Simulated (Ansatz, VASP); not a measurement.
**MnAlGe in two plane-wave programs**

Wanted: the spread between two codes on one cell, functional and k mesh.

Main program and level: Ansatz 0.2.0; plane waves, with VASP 6.6.1 beside it; single point at PBEsol and single point at PBEsol, DFT+U.

## (1) The structure

Symmetry: P4/nmm, No. 129, tetragonal system. The conventional cell has a = 3.914 Å, b = 3.914 Å, c = 5.933 Å, α = 90.00°, β = 90.00°, γ = 90.00°. Ge has 4 Mn at 2.57 Å and 5 Al at 2.65 to 2.77 Å nearest. Nearest to Mn lie 4 Al at 2.54 Å and 4 Ge at 2.57 Å and 4 Mn at 2.77 Å. Nearest to Al lie 4 Mn at 2.54 Å and 5 Ge at 2.65 to 2.77 Å. Farther neighbours are not listed.

Coordinates:

```cif
data_structure
_symmetry_space_group_name_H-M 'P 1'
_symmetry_Int_Tables_number 1
_cell_length_a 3.9140
_cell_length_b 3.9140
_cell_length_c 5.9330
_cell_angle_alpha 90.000
_cell_angle_beta 90.000
_cell_angle_gamma 90.000
_cell_volume 90.89
loop_
_atom_site_label
_atom_site_type_symbol
_atom_site_fract_x
_atom_site_fract_y
_atom_site_fract_z
_atom_site_occupancy
Ge1 Ge 0.00000 0.50000 0.72000 1
Ge2 Ge 0.50000 0.00000 0.28000 1
Mn3 Mn 0.50000 0.50000 0.00000 1
Mn4 Mn 0.00000 0.00000 0.00000 1
Al5 Al 0.00000 0.50000 0.27300 1
Al6 Al 0.50000 0.00000 0.72700 1
```

## (2) VASP: single point, PBEsol

A single point gives forces, pressure and levels at one fixed geometry, so differences don't come from the geometry; what else differs is listed under the comparison.

Lines of VASP's logs that name or quote its potential files are left out, and so is its time.

INCAR

```
SYSTEM = MnAlGe
PREC = Accurate
ENCUT = 380
EDIFF = 1E-06
NELM = 150
ISMEAR = 1
SIGMA = 0.1
LREAL = .FALSE.
ALGO = Normal
GGA = PS
NBANDS = 40
ISPIN = 2
MAGMOM = 0 0 4 -4 0 0
LMAXMIX = 4
LORBIT = 11
LWAVE = .FALSE.
LCHARG = .FALSE.
KPAR = 2
AMIX = 0.2
BMIX = 1E-04
AMIX_MAG = 0.8
BMIX_MAG = 1E-04
NEDOS = 1200
LASPH = .TRUE.
```

POSCAR

```
MnAlGe
1.0
    3.9140000000      0.0000000000      0.0000000000
    0.0000000000      3.9140000000      0.0000000000
    0.0000000000      0.0000000000      5.9330000000
Ge Mn Al
2 2 2
Direct
    0.0000000000      0.5000000000      0.7200000000
    0.5000000000      0.0000000000      0.2800000000
    0.5000000000      0.5000000000      0.0000000000
    0.0000000000      0.0000000000      0.0000000000
    0.0000000000      0.5000000000      0.2730000000
    0.5000000000      0.0000000000      0.7270000000
```

KPOINTS

```
Automatic mesh
0
Gamma
5 5 3
0 0 0
```

The projector-augmented-wave data sets are Ge_d, Mn_pv and Al (PBE family, release 64).

On the command line:

```bash
mpirun -np 2 vasp_std
```

Numbers of over 12 decimals in the logs are rounded to 6 here.

Output:

```text
[banner, memory and clock lines left out]
running    2 mpi-ranks, on    1 nodes
 distrk:  each k-point on    1 cores,    2 groups
 distr:  one band on    1 cores,    1 groups

 POSCAR found type information on POSCAR GeMnAl
 POSCAR found :  3 types and       6 ions
|                                                                             |
|               ----> ADVICE to this user running VASP <----                  |
|                                                                             |
|     You enforced a specific xc type in the INCAR file but a different       |
|     [... a line on the potential file left out ...]
|     I HOPE YOU KNOW WHAT YOU ARE DOING!                                     |
|                                                                             |

 LDA part: xc-table for (Slater+PW92), standard interpolation
 POSCAR, INCAR and KPOINTS ok, starting setup
 FFT: planning ... GRIDC
 FFT: planning ... GRID_SOFT
 FFT: planning ... GRID
 WAVECAR not read
 entering main loop
       N       E                     dE             d eps       ncg     rms          rms(c)
DAV:   1     0.573913498730E+03    0.57391E+03   -0.25643E+04  2552   0.277E+03
DAV:   2     0.467206562077E+02   -0.52719E+03   -0.50185E+03  1920   0.727E+02
DAV:   3    -0.366850241614E+02   -0.83406E+02   -0.81486E+02  2152   0.190E+02
DAV:   4    -0.407929813484E+02   -0.41080E+01   -0.40960E+01  2272   0.466E+01
DAV:   5    -0.408985507399E+02   -0.10557E+00   -0.10556E+00  2176   0.843E+00    0.235E+01
DAV:   6    -0.399930984378E+02    0.90545E+00   -0.21508E+01  2296   0.311E+01    0.126E+01
DAV:   7    -0.386960316806E+02    0.12971E+01   -0.10756E+01  2232   0.202E+01    0.768E+00
DAV:   8    -0.383733641108E+02    0.32267E+00   -0.11249E+00  2416   0.775E+00    0.296E+00
DAV:   9    -0.383270699160E+02    0.46294E-01   -0.19678E-01  2144   0.265E+00    0.139E+00
DAV:  10    -0.383125581805E+02    0.14512E-01   -0.58790E-02  2192   0.165E+00    0.721E-01
DAV:  11    -0.383117770423E+02    0.78114E-03   -0.12990E-02  2184   0.819E-01    0.366E-01
DAV:  12    -0.383113382511E+02    0.43879E-03   -0.31732E-03  2240   0.470E-01    0.180E-01
DAV:  13    -0.383113797757E+02   -0.41525E-04   -0.62963E-04  2336   0.212E-01    0.891E-02
DAV:  14    -0.383113371227E+02    0.42653E-04   -0.14506E-04  2272   0.990E-02    0.441E-02
DAV:  15    -0.383113303797E+02    0.67430E-05   -0.17323E-05  2200   0.276E-02    0.211E-02
DAV:  16    -0.383113293120E+02    0.10677E-05   -0.99496E-06  2104   0.214E-02    0.691E-03
DAV:  17    -0.383113292368E+02    0.75239E-07   -0.84177E-07  1176   0.701E-03
   1 F= -.38311329E+02 E0= -.38306786E+02  d E =-.136312E-01  mag=    -0.0000
```

OUTCAR, selected parts (step 2):

```text
ion  position               nearest neighbor table
   1  0.000  0.500  0.720-   3 2.57   4 2.57   4 2.57   3 2.57   5 2.65   6 2.77   6 2.77   6 2.77
                             6 2.77
   2  0.500  0.000  0.280-   3 2.57   4 2.57   3 2.57   4 2.57   6 2.65   5 2.77   5 2.77   5 2.77
                             5 2.77
   3  0.500  0.500  0.000-   5 2.54   6 2.54   6 2.54   5 2.54   2 2.57   1 2.57   1 2.57   2 2.57
                             4 2.77   4 2.77   4 2.77   4 2.77
   4  0.000  0.000  0.000-   5 2.54   6 2.54   5 2.54   6 2.54   1 2.57   1 2.57   2 2.57   2 2.57
                             3 2.77   3 2.77   3 2.77   3 2.77
   5  0.000  0.500  0.273-   3 2.54   4 2.54   4 2.54   3 2.54   1 2.65   2 2.77   2 2.77   2 2.77
                             2 2.77
   6  0.500  0.000  0.727-   3 2.54   4 2.54   3 2.54   4 2.54   2 2.65   1 2.77   1 2.77   1 2.77
                             1 2.77

  LATTYP: Found a simple tetragonal cell.
 ALAT       =     3.9140000000
 C/A-ratio  =     1.5158405723

 Subroutine GETGRP returns: Found 16 space group operations
 (whereof  8 operations were pure point group operations)

The static configuration has the point symmetry D_2d.
 The point group associated with its full space group is D_4h.

 Found     12 irreducible k-points:

   k-points           NKPTS =     12   k-points in BZ     NKDIM =     12   number of bands    NBANDS=     40

   dimension x,y,z NGX =    28 NGY =   28 NGZ =   40
   dimension x,y,z NGXF=    56 NGYF=   56 NGZF=   80

   ENCUT  =  380.0 eV  27.93 Ry    5.28 a.u.   6.22  6.22  9.43*2*pi/ulx,y,z

   NELECT =      60.0000    total number of electrons

 k-points in reciprocal lattice and weights: Automatic mesh
   0.00000000  0.00000000  0.00000000       0.013
   0.20000000  0.00000000  0.00000000       0.053
   0.40000000  0.00000000  0.00000000       0.053
   0.20000000  0.20000000  0.00000000       0.053
   0.40000000  0.20000000  0.00000000       0.107
   0.40000000  0.40000000  0.00000000       0.053
   0.00000000  0.00000000  0.33333333       0.027
   0.20000000  0.00000000  0.33333333       0.107
   0.40000000  0.00000000  0.33333333       0.107
   0.20000000  0.20000000  0.33333333       0.107
   0.40000000  0.20000000  0.33333333       0.213
   0.40000000  0.40000000  0.33333333       0.107

 average (electrostatic) potential at core
       1 -70.6563       2 -70.6563       3 -66.2157       4 -66.2157       5 -72.0564
       6 -72.0564

 E-fermi :   8.0188

 spin component 1
 k-point     1 :       0.0000    0.0000    0.0000
  band No.  band energies     occupation
    ...
     26       6.2847      1.00000
     27       6.7323      1.00000
     28       7.5965      1.00000
     29       7.7265      1.00014
     30       7.7265      1.00014
     31       8.4379     -0.00000
     32       8.8189     -0.00000
     33       9.2840     -0.00000
     34      11.3553      0.00000
     35      11.3553      0.00000
    ...

 k-point     2 :       0.2000    0.0000    0.0000
  band No.  band energies     occupation
    ...
     26       6.4084      1.00000
     27       7.0223      1.00000
     28       7.5045      1.00000
     29       7.5535      1.00000
     30       7.8482      1.01829
     31       8.4144     -0.00000
     32       9.0127     -0.00000
     33       9.2381     -0.00000
     34      10.4777      0.00000
     35      11.0195      0.00000
    ...

 k-point     3 :       0.4000    0.0000    0.0000
  band No.  band energies     occupation
    ...
     26       6.3409      1.00000
     27       6.5469      1.00000
     28       6.9330      1.00000
     29       6.9596      1.00000
     30       7.6412      1.00000
     31       8.4448     -0.00000
     32       8.7162     -0.00000
     33       8.9939     -0.00000
     34      10.1594      0.00000
     35      10.9239      0.00000
    ...

 k-point     4 :       0.2000    0.2000    0.0000
  band No.  band energies     occupation
    ...
     26       6.5207      1.00000
     27       6.8498      1.00000
     28       7.4495      1.00000
     29       7.6227      1.00000
     30       7.7627      1.00088
     31       8.5551     -0.00000
     32       9.0706     -0.00000
     33       9.2381     -0.00000
     34       9.3947     -0.00000
     35      10.7388      0.00000
    ...

 k-point     5 :       0.4000    0.2000    0.0000
  band No.  band energies     occupation
    ...
     26       6.2311      1.00000
     27       6.4093      1.00000
     28       6.6195      1.00000
     29       6.9569      1.00000
     30       7.6556      1.00000
     31       8.4028     -0.00000
     32       8.5429     -0.00000
     33       8.9328     -0.00000
     34       9.2640     -0.00000
     35      10.4729      0.00000
    ...

 k-point     6 :       0.4000    0.4000    0.0000
  band No.  band energies     occupation
    ...
     27       6.0158      1.00000
     28       6.2505      1.00000
     29       6.4366      1.00000
     30       7.7434      1.00035
     31       7.9749      0.83484
     32       8.4600     -0.00000
     33       8.5810     -0.00000
     34       9.3550     -0.00000
     35       9.8707     -0.00000
     36      10.1701      0.00000
    ...

  Total       -1.5587209     -1.5587209     -3.4505811      0.0000000      0.0000000      0.0000000
  in kB      -27.4765966    -27.4765966    -60.8256600      0.0000000      0.0000000      0.0000000
  external PRESSURE =     -38.5929511 kB  Pullay stress =       0.0000000 kB

  energy-cutoff  :      380.00
  volume of cell :       90.89
      direct lattice vectors                 reciprocal lattice vectors
     3.914000000  0.000000000  0.000000000     0.255493102  0.000000000  0.000000000
     0.000000000  3.914000000  0.000000000     0.000000000  0.255493102  0.000000000
     0.000000000  0.000000000  5.933000000     0.000000000  0.000000000  0.168548795

 POSITION                                       TOTAL-FORCE (eV/Angst)
 -----------------------------------------------------------------------------------
      0.00000      1.95700      4.27176        -0.000000     -0.000000      0.050108
      1.95700      0.00000      1.66124         0.000000     -0.000000     -0.050108
      1.95700      1.95700      0.00000        -0.000000     -0.000000      0.000000
      0.00000      0.00000      0.00000        -0.000000      0.000000      0.000000
      0.00000      1.95700      1.61971        -0.000000     -0.000000      0.888235
      1.95700      0.00000      4.31329        -0.000000      0.000000     -0.888235
 -----------------------------------------------------------------------------------
    total drift:                               -0.000000      0.000000      0.000000

  FREE ENERGIE OF THE ION-ELECTRON SYSTEM (eV)
  ---------------------------------------------------
  free  energy   TOTEN  =       -38.3113292368 eV

  energy  without entropy=      -38.2976980424  energy(sigma->0) =      -38.30678551

 total charge
# of ion       s       p       d       tot
------------------------------------------
    1        1.118   1.249  10.048  12.415
    2        1.118   1.249  10.048  12.415
    3        0.316   6.318   5.222  11.856
    4        0.316   6.318   5.222  11.856
    5        0.418   0.368   0.000   0.786
    6        0.418   0.368   0.000   0.786
--------------------------------------------------
tot          3.704  15.870  30.540  50.114

 magnetization (x)
# of ion       s       p       d       tot
------------------------------------------
    1        0.000   0.000   0.000   0.000
    2        0.000   0.000   0.000   0.000
    3        0.027   0.037   2.048   2.112
    4       -0.027  -0.037  -2.048  -2.112
    5        0.000   0.000   0.000   0.000
    6        0.000   0.000   0.000   0.000
--------------------------------------------------
tot          0.000   0.000   0.000   0.000

[... 1 further part left out ...]
```

The run ends at a pressure of -3.86 GPa, with forces up to 0.89 eV/Å.

(Continued in part 2 of 2.)

[Lines on the potential files, build, host, timing and source positions are cut from VASP's logs without a mark.]

[Logs are printed without paths, hosts, clocks, repeated set-up lines and the standing remarks that a program may print on its own settings, such as how far it seeks lower states.]

[Hosts, paths, dates, database ids (printed as entryN), source tags and the programs' standing remarks are cut or masked in the printed files.]
